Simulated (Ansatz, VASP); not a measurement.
## Rh (Rhodium) in two plane-wave programs

Aim: how closely do two programs agree when they are given the same cell, functional and k mesh? The cell is taken from a series of VASP runs on this material, whose earlier steps may have relaxed, scaled or displaced it; both programs get it as it stands. Valence electrons are named where the data sets of a main pair hold unlike numbers.

Main program and level: Ansatz 0.2.0; plane waves, with VASP 6.6.1 beside it; relaxation of cell and atoms at r2SCAN.

## Step 1: The structure

Symmetry: Fm-3m, No. 225, cubic system. Conventional cell: a = 3.803 Å, b = 3.803 Å, c = 3.803 Å, α = 90.00°, β = 90.00°, γ = 90.00°. Nearest to Rh lie 12 Rh at 2.69 Å.

Coordinates:

```
Rh
1.0
     0.00000    1.90155    1.90155
     1.90155    0.00000    1.90155
     1.90155    1.90155    0.00000
Rh
1
Direct
  0.00000 0.00000 0.00000
```

## Step 2: VASP: relaxation of cell and atoms, r2SCAN

The relaxed volume is the usual yardstick between codes: in a stiff, nearly cubic crystal its relative difference is about their pressure difference at one cell divided by the bulk modulus.

Lines of VASP's logs that name or quote its potential files are left out, and so is its time.

Contents of INCAR:

```
SYSTEM = Rh
PREC = Accurate
ENCUT = 450
EDIFF = 1E-06
NELM = 100
ISMEAR = 1
SIGMA = 0.1
LREAL = .FALSE.
ALGO = Normal
METAGGA = R2SCAN
LASPH = .TRUE.
LORBIT = 11
LWAVE = .FALSE.
LCHARG = .FALSE.
KPAR = 2
IBRION = 2
NSW = 50
ISIF = 3
EDIFFG = -0.01
```

Contents of POSCAR:

```
Rh
1.0
    0.0000000000      1.9015500000      1.9015500000
    1.9015500000      0.0000000000      1.9015500000
    1.9015500000      1.9015500000      0.0000000000
Rh
1
Direct
    0.0000000000      0.0000000000      0.0000000000
```

Contents of KPOINTS:

```
Automatic mesh
0
Gamma
12 12 12
0 0 0
```

Potentials, in the order of the species: Rh_pv (PBE family, release 64).

On the command line:

```
> mpirun -np 2 vasp_std
```

Numbers of over 12 decimals in the logs are rounded to 6 here.

The log of the run:

```text
[banner, memory and clock lines left out]
running    2 mpi-ranks, on    1 nodes
 distrk:  each k-point on    1 cores,    2 groups
 distr:  one band on    1 cores,    1 groups

 POSCAR found type information on POSCAR Rh
 POSCAR found :  1 types and       1 ions
|                                                                             |
|               ----> ADVICE to this user running VASP <----                  |
|                                                                             |
|     You enforced a specific xc type in the INCAR file but a different       |
|     [... a line on the potential file left out ...]
|     I HOPE YOU KNOW WHAT YOU ARE DOING!                                     |
|                                                                             |

 LDA part: xc-table for (None), standard interpolation
 POSCAR, INCAR and KPOINTS ok, starting setup
 FFT: planning ... GRIDC
 FFT: planning ... GRID_SOFT
 FFT: planning ... GRID
 WAVECAR not read
 entering main loop
       N       E                     dE             d eps       ncg     rms          rms(c)
DAV:   1     0.899054469730E+02    0.89905E+02   -0.88404E+03  1587   0.135E+03
DAV:   2    -0.275617637062E+02   -0.11747E+03   -0.11238E+03  1641   0.378E+02
DAV:   3    -0.291170166043E+02   -0.15553E+01   -0.15417E+01  1848   0.494E+01
DAV:   4    -0.291266214849E+02   -0.96049E-02   -0.96028E-02  1817   0.403E+00
DAV:   5    -0.291268107716E+02   -0.18929E-03   -0.18928E-03  1863   0.475E-01    0.128E+01
DAV:   6    -0.241376760945E+02    0.49891E+01   -0.50611E+00  1659   0.348E+01    0.253E+00
DAV:   7    -0.241388576956E+02   -0.11816E-02   -0.79532E-02  1740   0.418E+00    0.170E+00
DAV:   8    -0.241379405278E+02    0.91717E-03   -0.69124E-03  1704   0.112E+00    0.340E-01
DAV:   9    -0.241379496977E+02   -0.91699E-05   -0.97357E-04  1854   0.426E-01    0.294E-02
DAV:  10    -0.241379969367E+02   -0.47239E-04   -0.19427E-04  1728   0.191E-01    0.392E-02
DAV:  11    -0.241379836529E+02    0.13284E-04   -0.19344E-05  1833   0.656E-02    0.111E-03
DAV:  12    -0.241379835024E+02    0.15056E-06   -0.29612E-07  1116   0.729E-03
   1 F= -.24137984E+02 E0= -.24138107E+02  d E =-.241380E+02
 curvature:   0.00 expect dE= 0.000E+00 dE for cont linesearch  0.000E+00
 trial: gam= 0.00000 g(F)=  0.134E-61 g(S)=  0.445E-05 ort = 0.000E+00 (trialstep = 0.100E+01)
 search vector abs. value=  0.445E-05
 reached required accuracy - stopping structural energy minimisation
```

From OUTCAR (step 2):

```text
ion  position               nearest neighbor table
   1  0.000  0.000  0.000-

  LATTYP: Found a face centered cubic cell.
 ALAT       =     3.8031000000

 Subroutine GETGRP returns: Found 48 space group operations
 (whereof 48 operations were pure point group operations)

The static configuration has the point symmetry O_h .

 Found     72 irreducible k-points:

   k-points           NKPTS =     72   k-points in BZ     NKDIM =     72   number of bands    NBANDS=     11

   dimension x,y,z NGX =    20 NGY =   20 NGZ =   20
   dimension x,y,z NGXF=    40 NGYF=   40 NGZF=   40

   ENCUT  =  450.0 eV  33.07 Ry    5.75 a.u.   4.65  4.65  4.65*2*pi/ulx,y,z

   NELECT =      15.0000    total number of electrons

 k-points in reciprocal lattice and weights: Automatic mesh
   0.00000000  0.00000000  0.00000000       0.001
   0.08333333  0.00000000  0.00000000       0.005
   0.16666667  0.00000000  0.00000000       0.005
   0.25000000  0.00000000  0.00000000       0.005
   0.33333333  0.00000000  0.00000000       0.005
   0.41666667  0.00000000  0.00000000       0.005
   0.50000000  0.00000000  0.00000000       0.002
   0.08333333  0.08333333  0.00000000       0.003
   0.16666667  0.08333333  0.00000000       0.014
[...]
-0.33333333  0.50000000  0.16666667       0.007
  -0.25000000  0.50000000  0.25000000       0.003

 average (electrostatic) potential at core
       1 -75.9391

 E-fermi :  11.7605

 k-point     1 :       0.0000    0.0000    0.0000
  band No.  band energies     occupation
    ...
      5       8.5440      2.00000
      6       8.5440      2.00000
      7       8.5440      2.00000
      8      10.6430      2.00000
      9      10.6430      2.00000
     10      28.4496      0.00000
     11      29.0667      0.00000

 k-point     2 :       0.0833    0.0000    0.0000
  band No.  band energies     occupation
    ...
      5       8.4206      2.00000
      6       8.6538      2.00000
      7       8.6538      2.00000
      8      10.5853      2.00000
      9      10.5853      2.00000
     10      28.8553      0.00000
     11      29.0667      0.00000

 k-point     3 :       0.1667    0.0000    0.0000
  band No.  band energies     occupation
    ...
      5       8.2055      2.00000
      6       8.8726      2.00000
      7       8.8726      2.00000
      8      10.5419      2.00000
      9      10.5419      2.00000
     10      29.0667      0.00000
     11      29.6793      0.00000

  Total        0.0055464      0.0055464      0.0055464      0.0000000     -0.0000000      0.0000000
  in kB        0.6462063      0.6462063      0.6462063      0.0000000     -0.0000000      0.0000000
  external PRESSURE =       0.6462063 kB  Pullay stress =       0.0000000 kB

  energy-cutoff  :      450.00
  volume of cell :       13.75
      direct lattice vectors                 reciprocal lattice vectors
     0.000000000  1.901550000  1.901550000    -0.262943388  0.262943388  0.262943388
     1.901550000  0.000000000  1.901550000     0.262943388 -0.262943388  0.262943388
     1.901550000  1.901550000  0.000000000     0.262943388  0.262943388 -0.262943388

 POSITION                                       TOTAL-FORCE (eV/Angst)
 -----------------------------------------------------------------------------------
      0.00000      0.00000      0.00000         0.000000     -0.000000      0.000000
 -----------------------------------------------------------------------------------
    total drift:                               -0.000000     -0.000000     -0.000000

  FREE ENERGIE OF THE ION-ELECTRON SYSTEM (eV)
  ---------------------------------------------------
  free  energy   TOTEN  =       -24.1379835024 eV

  energy  without entropy=      -24.1383528086  energy(sigma->0) =      -24.13810660

 reached required accuracy - stopping structural energy minimisation

 total charge
# of ion       s       p       d       tot
------------------------------------------
    1        0.430   6.301   7.084  13.815

[... 3 further parts left out ...]
```

## Step 3: Ansatz: relaxation of cell and atoms, r2SCAN

Ansatz runs on its default PAW (the set named soft_2) files.

The same cell, functional, mesh and smearing now go to Ansatz, which takes its cutoff from its data sets.

Contents of input.yaml:

```yaml
crystal:
  lattice:
    - [0.0, 1.90155, 1.90155]
    - [1.90155, 0.0, 1.90155]
    - [1.90155, 1.90155, 0.0]
  atoms:
    - { symbol: Rh, position: [0.0, 0.0, 0.0] }
hamiltonian:
  xc: r2scan
  pseudopotentials: { kind: paw }
kpoints:
  mp_grid: { grid: [12, 12, 12] }
scf:
  occupations: { method: methfessel_paxton, width: 0.1 }
relax:
  f_tol: 0.01
  max_steps: 60
  cell: { stress_tol: 0.05 }
output:
  forces: true
  stress: true
```

On the command line:

```
> ansatz run input.yaml --threads 4 --pin off --max-ram 9216MiB --backend cpu --events-out ev --progress --plain --runs-dir out
```

The log of the run:

```text
Engine: ansatz 0.2.0, aarch64-unknown-linux-gnu
Pseudopotentials: kind: paw
Pseudopotential: Rh, paw, valence charge 17, recommended cutoff 500 eV (meta_gga), Rh.paw.azcp
Functional definition: r2SCAN
  parameter k0 = 0.174
  parameter k1 = 0.065
  parameter a1 = 4.9479
  exchange = r2scan_x(k0 = k0, k1 = k1, a1 = a1)
  correlation = r2scan_c
Crystal: 1 atoms, lattice volume = 13.752 Å³
Basis set: ecut = 500 eV, 339 PW (Γ), exchange–correlation on 80×80×80 points (64 copies of the dense FFT grid, shifted against one another)
Bands: 13, of which v1, the nominal top of the filled ones, is band 9 counted from 1 (8 counted from 0)
Symmetry: 48 space group operations
Space group: Fm-3m (ITA 225), of the structure as read, at distance tolerance 2.4e-5 Å
k-points: 72 of 1728
Non-local potential: Rh, projectors of the file, l = 0: 3, l = 1: 2, l = 2: 2, l = 3: 1
PAW form: soft (Blöchl's): semilocal exchange-correlation on the pseudo side does not see the compensation charge
PAW frozen core: Rh, regenerated for the run's functional (the file was generated under x = pbe(κ = 0.804, μ = 0.219515), c = pbe(β = 0.066725))
PAW one-centre angular grid: Rh, 590 points (default); XC on 160 Gauss nodes
Initial density: superposition of atomic densities (neutral atoms: chi_scale 0, normalization atom), corrected by the library's trained network
Initial wavefunctions: pseudopotential atomic-orbital guess
Functional: x = r2scan, c = r2scan; τ floored in thin density (d = 2e-4 eV/Å³)
SCF iter   1: F=—  HF=-6415.263059 eV  |F-HF|=—  |Δ(HF+E_count)|=         —  Δρ=9.75e-3  dr2=3.26e-3  dr2_τ=9.67e-3  ethr=1.77e-3  ⟨swp⟩=5.2  Hψ=5343  notcnv=0
preconditioner: auto → none  [metal: Δε(μ)=0.035 eV  Ē_g=14.652 eV  σ=0.100 eV  W_gap=0.29  n_scr=0 (ndim 8)  ℏωp=30.0 eV  f_vac=0.000  D(μ)=1.02/eV (n_scr^D=14)]
SCF iter   2: F=—  HF=-6415.273751 eV  |F-HF|=—  |Δ(HF+E_count)|=   1.07e-2  S|Δr|=    0.00e0  Δρ=5.05e-3  dr2=1.10e-3  dr2_τ=1.40e-4  ethr=1.92e-5  ⟨swp⟩=2.0  Hψ=2143  notcnv=0  defer=19
SCF iter   3: F=—  HF=-6415.274157 eV  |F-HF|=—  |Δ(HF+E_count)|=   4.06e-4  S|Δr|=    0.00e0  Δρ=1.82e-3  dr2=4.02e-4  dr2_τ=4.83e-5  ethr=6.50e-6  ⟨swp⟩=2.1  Hψ=1274  notcnv=0  defer=19
SCF iter   4: F=—  HF=-6415.274039 eV  |F-HF|=—  |Δ(HF+E_count)|=   1.17e-4  S|Δr|=    0.00e0  Δρ=2.96e-4  dr2=3.74e-6  dr2_τ=2.92e-6  ethr=2.37e-6  ⟨swp⟩=2.5  Hψ=1398  notcnv=0  defer=19
SCF iter   5: F=—  HF=-6415.274043 eV  |F-HF|=—  |Δ(HF+E_count)|=   3.75e-6  S|Δr|=    0.00e0  Δρ=7.96e-5  dr2=1.42e-7  dr2_τ=6.97e-8  ethr=2.20e-8  ⟨swp⟩=2.1  Hψ=1383  notcnv=0  defer=19
SCF iter   6: F=-6415.274044 eV  HF=-6415.274044 eV  |F-HF|=5.61e-10  |Δ(HF+E_count)|=   5.05e-7  S|Δr|=    0.00e0  Δρ=1.35e-5  dr2=4.65e-9  dr2_τ=9.87e-9  ethr=5.88e-10  ⟨swp⟩=4.3  Hψ=3128  notcnv=0
SCF 1 converged in 6 iterations: F = -6415.274044 eV  dr2 = 4.65e-9
  greatest PAW one-centre occupation: 1.000 electrons in one spin orbital (limit 2), on the Rh atom at site 0 (counted from 0), in its partial waves of l = 0
relax step   1: F+E_penalty+E_count = -6415.27404364 eV  Δ(F+E_penalty+E_count) = +0.000e0 eV  max|allowed force component| = 0.000e0 eV/Å  Δτ_max = 0.0000 Å  P = -0.958 GPa  Ω = 13.752 Å³  (6 SCF iters, dr2 threshold 1.00e-7 eV, accepted)
[...]
relax step   2: F+E_penalty+E_count = -6415.27410094 eV  Δ(F+E_penalty+E_count) = -5.730e-5 eV  max|allowed force component| = 0.000e0 eV/Å  Δτ_max = 0.0000 Å  P = +0.828 GPa  Ω = 13.665 Å³  energy of the carried Pulay correction = +1.919e-5 eV  (6 SCF iters, dr2 threshold 1.00e-7 eV, accepted)
[...]
relax step   3: F+E_penalty+E_count = -6415.27419404 eV  Δ(F+E_penalty+E_count) = -9.310e-5 eV  max|allowed force component| = 0.000e0 eV/Å  Δτ_max = 0.0000 Å  P = -0.005 GPa  Ω = 13.705 Å³  energy of the carried Pulay correction = +1.031e-5 eV  (6 SCF iters, dr2 threshold 1.00e-7 eV, accepted)
[...]
relax step   4: F+E_penalty+E_count = -6415.27418462 eV  Δ(F+E_penalty+E_count) = +9.413e-6 eV  max|allowed force component| = 0.000e0 eV/Å  Δτ_max = 0.0000 Å  P = -0.007 GPa  Ω = 13.705 Å³  stress off target by 6.74e-3 GPa  SCF on the basis re-selected at this cell (its energy is not comparable with the rows above)  (4 SCF iters)
basis re-selected at this cell: Δ(F+E_penalty+E_count) = +9.413e-6 eV, ΔP = -0.001 GPa vs the last step (what re-selecting the basis moved, of the pressure what is left beyond the Pulay correction that the steps carried, after the strain that the cell walked since its last selection, with what the two solves' SCF thresholds leave and, on support functions, any second-order correction that the steps lacked; it is no measure of the basis error at this ecutwfc). This SCF's stress stands 6.74e-3 GPa from its target on what of the cell is left free (relax.cell.stress_tol is 5.00e-2 GPa) and its largest allowed force component is 0.00e0 eV/Å (relax.f_tol is 1.00e-2 eV/Å): [rest of the remark cut]
SCF converged after 4 iterations
Stability not checked: this state was not tested for a lower state beside it, because cold or Methfessel-Paxton smearing, or corrected tetrahedra, fill the levels in a way that the test cannot read (fill_not_monotonic; see scf.lower_state_search)
Free energy (F): -6415.274185 eV
Harris-Foulkes:  -6415.274185 eV  (|F-HF|=2.73e-12)
Internal energy: -6415.274572 eV  (E = F + TS)
E sigma→0 (E₀):  -6415.274282 eV
Entropy (-TS):   0.000388 eV (0.388 meV/atom)
Fermi energy:    22.325318 eV
--- Per-component energies (eV) ---
  E_band       = -101.463412
  E_kinetic    = 573.108387
  E_local      = -1559.627815  (includes V_loc(G=0)·N_el)
  E_nonlocal   = 355.189074
  E_hartree    = 548.699067
  E_xc         = -216.856461
  E_vxc        = -314.203305  (∫ρ·V_xc dr)
  E_paw        = -3604.123721  (= ΣΔE_a)
  E_vpaw       = -274.586145  (= ΣTr[D̂ρ^β])
  E_aug_tail   = 0.000693  (compensation charges beyond the density's cutoff)
  E_vtau       = 21.257451  (kinetic-family band-sum trace: ∫τ·v_τ [+ j·A + Jᵃ·Aᵃ] dr)
  E_ewald      = -2511.293838
  E_core_change = -0.369959  (= ΣΔE_core)
  E_smearing   = 0.000388  (= −TS)
  E_closure    = 0.000000  (closes the sum)
  Σ components = -6415.274185   (vs F -6415.274185, Δ=0.00e0)
--- Forces (eV/Å), atoms counted from 1 ---
  atom   1  Rh    -0.00000000     0.00000000     0.00000000
  max |Σ_I F_I| component: 6.16e-32 eV/Å
--- Stress (GPa, compression-positive) ---
       -0.006741      -0.000000      -0.000000
       -0.000000      -0.006741      -0.000000
       -0.000000      -0.000000      -0.006741
  P = ⅓ Tr σ = -0.0067 GPa (-0.067 kbar)
--- Relaxed structure (3 steps of the walk, 3 accepted, 1 SCFs on fresh bases) ---
  F+E_penalty+E_count = -6415.27418462 eV   max|allowed force component| = 0.000e0 eV/Å   (the final SCF, on the basis selected at the relaxed cell)
  cell:  # Å, volume = 13.7052 Å³
    - [0, 1.899409, 1.899409]
    - [1.899409, 0, 1.899409]
    - [1.899409, 1.899409, 0]
  atoms:
    - { symbol: Rh, position: [0.0, 0.0, 0.0] }
```

Run time: 1.9 s. Hardware: 4 threads of Arm Neoverse V2, shared host; peak memory 0.31 GiB; 6 s of CPU time.

## Step 4: Comparison

Known differences besides the potentials themselves: VASP keeps PBE cores, Ansatz makes them for the functional; both relaxations stop at a tolerance, which leaves soft axes loose, and VASP keeps its plane-wave basis; the data sets hold 17 valence electrons in Ansatz (on its default PAW (the set named soft_2) files) and 15 in VASP; the cutoff is 500 eV in Ansatz and 450 eV in VASP; Ansatz adds a Pulay correction to the stress that steers its cell, VASP none. Total energies have different zeros and are not compared.

The two programs side by side:

| quantity | Ansatz | VASP | difference |
| --- | --- | --- | --- |
| volume (Å³) | 13.71 | 13.75 | -0.34 % |
| edge a after relaxation, in the typed setting (Å) | 2.686 | 2.689 | -0.11 % |

The walks stopped with -0.01 GPa left in Ansatz and 0.06 GPa in VASP; each walk ends within a tolerance, so the volume difference is uncertain by about these residues over the bulk modulus, most in soft cells.

## Step 5: Summary of results

```json
{"difference in volume (relaxation of cell and atoms, r2SCAN)": "-0.34 %"}
```

What this shows: The difference in volume is -0.34 % (relaxation of cell and atoms, r2SCAN), within the 1.2 % picked in this series as the mark of a large difference, as far as the stopping tolerances let one tell. The data sets hold unlike numbers of valence electrons (17 in Ansatz and 15 in VASP), so part of the differences comes from the potentials. Such differences can come from data sets, numerical settings and the points named under the comparisons, not from the functional's error against experiment.

[Lines on the potential files, build, host, timing and source positions are cut from VASP's logs without a mark.]

[Logs are printed without paths, hosts, clocks, repeated set-up lines and the standing remarks that a program may print on its own settings, such as how far it seeks lower states.]

[Hosts, paths, dates, database ids (printed as entryN), source tags and the programs' standing remarks are cut or masked in the printed files.]
